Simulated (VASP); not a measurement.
Crystal: HfV2.

```
Hf V
1.0
     0.00000    3.70600    3.70600
     3.70600    0.00000    3.70600
     3.70600    3.70600    0.00000
Hf V
2 4
Cartesian
  0.0000 0.0000 0.0000
  1.8530 1.8530 1.8530
  4.6325 4.6325 4.6325
  4.6325 2.7795 2.7795
  2.7795 2.7795 4.6325
  2.7795 4.6325 2.7795
```

```yaml
Program: VASP 6.6.1
Task: relaxation of cell and atoms
Functional: PBEsol
Potentials_or_basis: VASP PAW PBE potentials, release 64 (Hf_pv, V_sv)
Cutoff: 600 eV
k_mesh: 8 × 8 × 8
Occupations: gaussian, width 0.1 eV
Spin: no spin polarisation
```

At the start: pressure -10.8 GPa; volume 16.97 Å³/atom.

Task: How do energy, volume and symmetry change on relaxing?

Result: Over 4 steps the energy falls by 47.4 meV/atom and the volume is 15.65 Å³/atom (-7.8 %); space group Fd-3m (No. 227, to 0.05 Å).

The path:
| step | energy change (eV) | largest force (eV/Å) | pressure (GPa) | volume (Å³) |
| --- | --- | --- | --- | --- |
| 1 | 0.0000 | 0.0000 | -10.81 | 101.80 |
| 2 | 0.1071 | 0.0000 | 16.75 | 85.84 |
| 3 | -0.2844 | 0.0000 | -0.24 | 94.04 |
| 4 | -0.2845 | 0.0000 | 0.00 | 93.89 |

Final structure:
```
Hf V
1.0
     0.00000    3.60746    3.60746
     3.60746    0.00000    3.60746
     3.60746    3.60746    0.00000
Hf V
2 4
Direct
  0.00000 0.00000 0.00000
  0.25000 0.25000 0.25000
  0.62500 0.62500 0.62500
  0.12500 0.62500 0.62500
  0.62500 0.62500 0.12500
  0.62500 0.12500 0.62500
```

Caveat: the PAW data sets were made with another functional, which shifts forces and pressure a little.
